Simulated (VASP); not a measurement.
Input for VASP

**KPOINTS**
```
Automatic mesh
0
G
5 5 5
```

### INCAR
```
! general
SYSTEM =PbTe
PREC   =Accurate
ENCUT  =400
LREAL  =F
LASPH  =T

! electronic loop
EDIFF  =1E-6
NELM   =100
ALGO   =Normal
LMAXMIX=4

! smearing
ISMEAR =0
SIGMA  =0.05

! functional
GGA    =PE

! ions
ISIF   =2

! output
LWAVE  =F
LCHARG =F
```

File POSCAR:
```
PbTe
1
    0.0000000000     3.2946000000     3.2946000000
    3.2946000000     0.0000000000     3.2946000000
    3.2946000000     3.2946000000     0.0000000000
Te Pb
1 1
Direct
  0.5000000000   0.5000000000   0.5000000000
  0.0000000000   0.0000000000   0.0000000000
```

POTCAR, in this order: Te Pb_d (PBE.64 set). Program: vasp_std.

**Question.** Translate this PBE calculation to Ansatz.

**Answer.** One equivalent input (not run):
Ansatz 0.2 input:
```yaml
crystal:
  lattice:
    - [0.0000000, 3.2946000, 3.2946000]
    - [3.2946000, 0.0000000, 3.2946000]
    - [3.2946000, 3.2946000, 0.0000000]
  atoms:
    - { symbol: Te, position: [0.5000000, 0.5000000, 0.5000000] }
    - { symbol: Pb, position: [0.0000000, 0.0000000, 0.0000000] }
kpoints:
  mp_grid: { grid: [5, 5, 5] }
hamiltonian:
  xc: pbe
  pseudopotentials: { kind: paw }
scf:
  occupations: { method: gaussian, width: 0.05 }
  max_iter: 100
output: { forces: true, stress: true, eigenvalues: true }
```
Limits of the translation: each code has its own PAW files, so the cut-off isn't converted (ENCUT is set for VASP's; basis.ecutwfc is left out, and Ansatz then takes the one that its files recommend); Ansatz stops its SCF on the density residual and VASP on the energy change (EDIFF).

The compound is PbTe in the rock salt structure. The cell was not relaxed at this level.
